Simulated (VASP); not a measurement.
Here is the system:

```yaml
crystal:
  lattice:
    - [0.00000, 2.59452, 2.59452]
    - [2.59452, 0.00000, 2.59452]
    - [2.59452, 2.59452, 0.00000]
  atoms:
    - { symbol: Mg, position: [0.00000, 0.00000, 0.00000] }
    - { symbol: S, position: [0.50000, 0.50000, 0.50000] }
```

Level of theory: PBE GGA with D3 dispersion (zero damping), VASP's PBE PAW potentials (set 64) (plane waves; VASP 6.6.1). Numerical set-up: 520 eV cut-off, 10×10×10 Γ-centred mesh, tetrahedra with Blöchl corrections, potentials Mg S.

Question: Predict the energy per atom (σ→0), band gap (on the k-mesh) with the smallest direct gap where there is one.

Answer: 
```
Property                                     Result
-----------------------------------  --------------
band gap (on the k-mesh)                    2.79 eV
smallest direct gap (on the k-mesh)         3.78 eV
energy per atom (σ→0)                -4.481 eV/atom
```

Only differences to runs with the same potentials and settings are physical.

The compound is MgS in the rock salt structure. It was relaxed first.
